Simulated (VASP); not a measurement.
A cell of Sr (fcc) near equilibrium:

```
Sr
1.0
    0.00000     2.95473     2.95473
    2.95473     0.00000     2.95473
    2.95473     2.95473     0.00000
Sr
1
Direct
  0.00000   0.00000   0.00000
```

All values below come from PBEsol GGA, VASP's PBE PAW potentials (set 64) (plane waves; VASP).

```
run               ΔE (meV/atom)    σxx    σyy    σzz  largest shear component, with its sign (GPa)  largest force (eV/Å)
----------------  -------------  -----  -----  -----  --------------------------------------------  --------------------
as it is                    0.0   0.03   0.03   0.03                                          0.00                 0.000
after one change            0.4  -0.23  -0.12  -0.12                                          0.00                 0.000
```
Stress is in GPa, positive when the cell is compressed.

Q: Which change was made?
(A) biaxial strain of -3.0 % in the yz plane
(B) isotropic strain of -4.0 %
(C) uniaxial strain of +1.5 % along x

A: C, uniaxial strain of +1.5 % along x

The compound is Sr in the fcc structure.
